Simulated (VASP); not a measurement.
All values below come from vdW-DF2, VASP's PBE PAW potentials (set 64) (plane waves; VASP).

The input files of a VASP run:

**POSCAR**
```
MgB2
1.0
  1.5358125382  -2.6601048583   0.0000000000
  1.5358125382   2.6601048583   0.0000000000
  0.0000000000   0.0000000000   3.4733760219
Mg B
1 2
Cartesian
  1.5358125382  -2.6601048583   0.0000000000
  1.5358125382   0.8867033928   1.7366880110
  1.5358125382  -0.8867033928   1.7366880110
```

### INCAR
```
# general
SYSTEM   = MgB2
PREC     = Accurate
ENCUT    = 520
LREAL    = .False.
LASPH    = .True.

# electronic loop
EDIFF    = 1E-6
NELM     = 100
ALGO     = Normal

# smearing
ISMEAR   = 1
SIGMA    = 0.1

# functional
GGA      = ML
LUSE_VDW = .True.
AGGAC    = 0.0
ZAB_VDW  = -1.8867

# ions
IBRION   = 2
NSW      = 60
ISIF     = 3
EDIFFG   = -0.02

# output
LWAVE    = .False.
LCHARG   = .False.
```

**KPOINTS**
```
kpoints
0
G
10 10 8
```

POTCAR, in this order: Mg B (PBE.64 set). Program: vasp_std.

Output

File OSZICAR:
```
       N       E                     dE             d eps       ncg     rms          rms(c)
DAV:   1     0.100263577199E+02    0.10026E+02   -0.40439E+03  1200   0.847E+02
DAV:   2    -0.129077860588E+02   -0.22934E+02   -0.21491E+02  1688   0.113E+02
DAV:   3    -0.132253381608E+02   -0.31755E+00   -0.31742E+00  1472   0.156E+01
DAV:   4    -0.132258509549E+02   -0.51279E-03   -0.51278E-03  1656   0.551E-01
DAV:   5    -0.132258512826E+02   -0.32770E-06   -0.32767E-06  1544   0.120E-02    0.560E+00
DAV:   6    -0.115298288668E+02    0.16960E+01   -0.27548E+00  1216   0.972E+00    0.277E+00
DAV:   7    -0.112128174999E+02    0.31701E+00   -0.18428E+00  1352   0.787E+00    0.801E-01
DAV:   8    -0.112189094839E+02   -0.60920E-02   -0.11229E-01  1224   0.240E+00    0.394E-01
DAV:   9    -0.112169058187E+02    0.20037E-02   -0.21542E-02  1288   0.112E+00    0.791E-02
DAV:  10    -0.112170004005E+02   -0.94582E-04   -0.12035E-03  1664   0.253E-01    0.343E-02
DAV:  11    -0.112170374166E+02   -0.37016E-04   -0.22968E-04  1360   0.143E-01    0.516E-03
DAV:  12    -0.112170393247E+02   -0.19081E-05   -0.46105E-06  1680   0.222E-02    0.157E-03
DAV:  13    -0.112170399177E+02   -0.59292E-06   -0.19820E-06  1280   0.155E-02
   1 F= -.11217040E+02 E0= -.11217040E+02  d E =-.112170E+02
       N       E                     dE             d eps       ncg     rms          rms(c)
DAV:   1    -0.112251590305E+02   -0.81197E-02   -0.12569E-01  1208   0.399E+00    0.247E-01
DAV:   2    -0.112232656751E+02    0.18934E-02   -0.42747E-03  1544   0.420E-01    0.118E-01
DAV:   3    -0.112229564151E+02    0.30926E-03   -0.13327E-03  1360   0.216E-01    0.294E-02
DAV:   4    -0.112229502075E+02    0.62077E-05   -0.45963E-05  1216   0.675E-02    0.438E-03
DAV:   5    -0.112229505158E+02   -0.30831E-06   -0.10030E-06  1216   0.112E-02
   2 F= -.11222951E+02 E0= -.11222946E+02  d E =-.591060E-02
       N       E                     dE             d eps       ncg     rms          rms(c)
DAV:   1    -0.112233402344E+02   -0.39003E-03   -0.44036E-03  1168   0.752E-01    0.461E-02
DAV:   2    -0.112232769050E+02    0.63329E-04   -0.14820E-04  1576   0.784E-02    0.221E-02
DAV:   3    -0.112232679771E+02    0.89279E-05   -0.48447E-05  1328   0.412E-02    0.540E-03
DAV:   4    -0.112232685908E+02   -0.61367E-06   -0.17227E-06  1104   0.128E-02
   3 F= -.11223269E+02 E0= -.11223265E+02  d E =-.622867E-02
       N       E                     dE             d eps       ncg     rms          rms(c)
DAV:   1    -0.112240805567E+02   -0.81258E-03   -0.13580E-02  1528   0.914E-01    0.652E-02
DAV:   2    -0.112238568556E+02    0.22370E-03   -0.52753E-04  1520   0.148E-01    0.279E-02
DAV:   3    -0.112238192061E+02    0.37649E-04   -0.17601E-04  1352   0.721E-02    0.635E-03
DAV:   4    -0.112238193856E+02   -0.17956E-06   -0.67450E-06  1336   0.235E-02
   4 F= -.11223819E+02 E0= -.11223750E+02  d E =-.550795E-03
```

File OUTCAR:
```
------------------------ aborting loop because EDIFF is reached ----------------------------------------
  FORCE on cell =-STRESS in cart. coord.  units (eV):
  Direction    XX          YY          ZZ          XY          YZ          ZX
  --------------------------------------------------------------------------------------
  Total       -0.0245780     -0.0245780      0.0462199     -0.0000000      0.0000000      0.0000000
  in kB       -1.3565167     -1.3565162      2.5509874     -0.0000000      0.0000000      0.0000000
  external PRESSURE =      -0.0540152 kB  Pullay stress =       0.0000000 kB
  volume of cell :       29.03
      direct lattice vectors                 reciprocal lattice vectors
     1.543888043 -2.674092035 -0.000000000     0.323857680 -0.186979354 -0.000000000
     1.543888043  2.674092035  0.000000000     0.323857680  0.186979354 -0.000000000
     0.000000000 -0.000000000  3.515680755     0.000000000 -0.000000000  0.284439933
 POSITION                                       TOTAL-FORCE (eV/Angst)
 -----------------------------------------------------------------------------------
      1.54389     -2.67409      3.51568        -0.000000      0.000000      0.000000
      1.54389      0.89137      1.75784        -0.000000     -0.000000     -0.000000
      1.54389     -0.89137      1.75784         0.000000     -0.000000      0.000000
 -----------------------------------------------------------------------------------
    total drift:                                0.000000     -0.000000      0.000000
  FREE ENERGIE OF THE ION-ELECTRON SYSTEM (eV)
  ---------------------------------------------------
  free  energy   TOTEN  =       -11.2238193856 eV

  energy  without entropy=      -11.2236104025  energy(sigma->0) =      -11.22374972

 reached required accuracy - stopping structural energy minimisation
```
(Selected blocks of OUTCAR.)

**CONTCAR**
```
MgB2
   1.00000000000000
     1.5438880431481807   -2.6740920354889823   -0.0000000000000000
     1.5438880431481807    2.6740920354889823    0.0000000000000000
     0.0000000000000000   -0.0000000000000000    3.5156807549996150
  Mg              B
     1     2
Direct
     1.0000000000000000    0.0000000000000000    1.0000000000000000
     0.3333330000000032    0.6666669999999968    0.5000000000000000
     0.6666669999999968    0.3333330000000032    0.5000000000000000
```

Energy and stress use the plane-wave basis of the starting cell.

The compound is MgB2 in the AlB2 type structure. This run relaxes it. Symmetry was kept, so distortions that lower it aren't found.
